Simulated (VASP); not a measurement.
OSZICAR of a VASP run on CuI (zinc blende):

### OSZICAR
```
       N       E                     dE             d eps       ncg     rms          rms(c)
DAV:   1     0.107349144901E+03    0.10735E+03   -0.80053E+03   754   0.149E+03
DAV:   2     0.177621137382E+01   -0.10557E+03   -0.99108E+02   759   0.275E+02
DAV:   3    -0.633731907583E+01   -0.81135E+01   -0.79821E+01  1027   0.863E+01
DAV:   4    -0.662311451498E+01   -0.28580E+00   -0.28556E+00   882   0.141E+01
DAV:   5    -0.663192364048E+01   -0.88091E-02   -0.88087E-02  1123   0.258E+00    0.601E+00
DAV:   6    -0.654288044339E+01    0.89043E-01   -0.52798E+00   783   0.662E+01    0.395E+00
DAV:   7    -0.631562687075E+01    0.22725E+00   -0.11446E+00   819   0.402E+01    0.173E+00
DAV:   8    -0.631912926936E+01   -0.35024E-02   -0.92492E-02  1090   0.616E+00    0.643E-01
DAV:   9    -0.631372012152E+01    0.54091E-02   -0.22794E-02   947   0.465E+00    0.251E-01
DAV:  10    -0.631380994996E+01   -0.89828E-04   -0.84759E-04   894   0.250E-01    0.207E-01
DAV:  11    -0.631367629608E+01    0.13365E-03   -0.65473E-04  1045   0.850E-01    0.447E-02
DAV:  12    -0.631369174981E+01   -0.15454E-04   -0.14517E-04  1201   0.139E-01    0.501E-02
DAV:  13    -0.631369329454E+01   -0.15447E-05   -0.31817E-06  1151   0.308E-02    0.262E-02
DAV:  14    -0.631369413528E+01   -0.84074E-06   -0.14482E-06   832   0.109E-02    0.258E-02
DAV:  15    -0.631369243359E+01    0.17017E-05   -0.23906E-06  1001   0.512E-02    0.763E-03
DAV:  16    -0.631369208653E+01    0.34706E-06   -0.97534E-07  1156   0.255E-02    0.144E-03
DAV:  17    -0.631369206856E+01    0.17973E-07   -0.59889E-08   417   0.621E-03
   1 F= -.63136921E+01 E0= -.63136921E+01  d E =-.381796E-12
```

**Question.** Which electronic solver shows in the log?

**Answer.** It is blocked Davidson (ALGO = Normal, or the opening steps of other solvers). The INCAR had ALGO = Normal.

**Question.** Can the final energy be trusted as converged?

**Answer.** The run converged. It stopped with EDIFF = 1E-7, NELM = 100 (PBEsol GGA, plane waves, VASP's PBE PAW potentials (set 64)).

The compound is CuI in the zinc blende structure. This cell is one point of a volume scan, at 1.03 of the reference volume.
